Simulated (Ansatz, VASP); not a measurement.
# NaH44C22S6NO16F2: VASP beside Ansatz, part 2 of 2

One calculation is typed for both programs; each brings its own data sets. How far apart do they land? The cell is taken from a series of runs on this material, whose earlier steps may have relaxed, scaled, displaced or heated it; both programs get it as it stands.

VASP 6.6.1 and Ansatz 0.2.0.

So far. Step 2 (VASP: single point, PBE with D3(BJ)): The run ends at a pressure of 3.19 GPa, with forces up to 6.8 eV/Å. Step 3 (Ansatz: single point, PBE with D3(BJ)): The run ends at a pressure of 3.60 GPa, with forces up to 6.9 eV/Å.

## 4. Comparison

Known differences besides the potentials themselves: the data sets hold 584 valence electrons in Ansatz (on its default PAW (the set named soft_2) files) and 580 in VASP; the cutoff is 420 eV in Ansatz and 600 eV in VASP (PREC = Accurate, projectors in real space). Total energies have different zeros and are not compared.

Compared:

| quantity | Ansatz | VASP | difference |
| --- | --- | --- | --- |
| pressure (GPa) | 3.60 | 3.19 | +0.41 |
| gap on the k mesh (eV) | 4.020 | 3.974 | +0.046 |

Forces on 9 of the 184 atoms, those with the largest forces and the largest differences (eV/Å; atoms numbered as in POSCAR):

| atom | Ansatz x, y, z | VASP x, y, z |
| --- | --- | --- |
| O10 | 0.408, 0.583, 3.150 | 0.434, 0.495, 2.675 |
| S37 | -3.478, 2.797, -4.833 | -3.511, 2.857, -4.446 |
| S41 | -3.845, 2.501, 5.173 | -3.593, 2.398, 5.304 |
| S42 | 1.199, 2.036, -5.904 | 1.209, 1.759, -5.976 |
| C50 | 0.140, -3.168, 0.649 | 0.158, -3.163, 0.638 |
| C57 | 0.898, 3.193, 1.115 | 0.930, 3.168, 1.096 |
| C68 | -2.016, -0.535, 2.825 | -2.014, -0.477, 2.773 |
| C86 | -1.887, -1.945, 2.094 | -1.781, -2.053, 2.016 |
| N177 | 1.755, -2.379, 0.190 | 1.621, -2.062, 0.099 |

The forces differ by 81 meV/Å r.m.s., which is 8.2 % of the r.m.s. force of 0.999 eV/Å (both taken over all components). A gap on the mesh is an upper bound, since the band edges may lie between its points.

## 5. Outcome

```yaml
r_m_s_force_difference_single_point_pbe_with_d3_bj: 8.2 % of the r.m.s. force
difference_in_gap_on_the_k_mesh_single_point_pbe_with_d3_bj: 0.046 eV
```

The r.m.s. force difference is 8.2 % of the r.m.s. force (single point, PBE with D3(BJ)), beyond the 3 % picked in this series as the mark of a large difference. The data sets hold unlike numbers of valence electrons (584 in Ansatz and 580 in VASP), so part of the differences comes from the potentials. What causes the difference of the single point, PBE with D3(BJ) pair stays open here. Such differences can come from data sets, numerical settings and the points named under the comparisons, not from the functional's error against experiment.

[Lines on the potential files, build, host, timing and source positions are cut from VASP's logs without a mark.]

[Logs are printed without paths, hosts, clocks, repeated set-up lines and the standing remarks that a program may print on its own settings, such as how far it seeks lower states.]

[Hosts, paths, dates, database ids (printed as entryN), source tags and the programs' standing remarks are cut or masked in the printed files.]
